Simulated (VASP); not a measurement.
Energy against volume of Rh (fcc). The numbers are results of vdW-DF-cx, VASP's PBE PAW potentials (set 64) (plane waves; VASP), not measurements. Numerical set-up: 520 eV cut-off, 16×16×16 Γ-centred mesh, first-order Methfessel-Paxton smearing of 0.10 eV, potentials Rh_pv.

```json
[
 {"V (Å³/atom)": "13.156", "E (eV/atom)": "-4.36760"},
 {"V (Å³/atom)": "13.563", "E (eV/atom)": "-4.38004"},
 {"V (Å³/atom)": "13.970", "E (eV/atom)": "-4.37012"},
 {"V (Å³/atom)": "14.377", "E (eV/atom)": "-4.34164"}
]
```

Q: Fit these four points and predict the energy of the run at 12.749 Å³/atom.

A: A cubic in V^(−2/3), the third-order Birch-Murnaghan form, passes through the four points with V0 = 13.57 Å³/atom and B0 = 291 GPa, and gives -4.3282 eV/atom there. The run gave -4.3283 eV/atom, -0.1 meV/atom from the fit; all five points give B0 = 291 GPa.

The compound is Rh in the fcc structure. It was relaxed first.
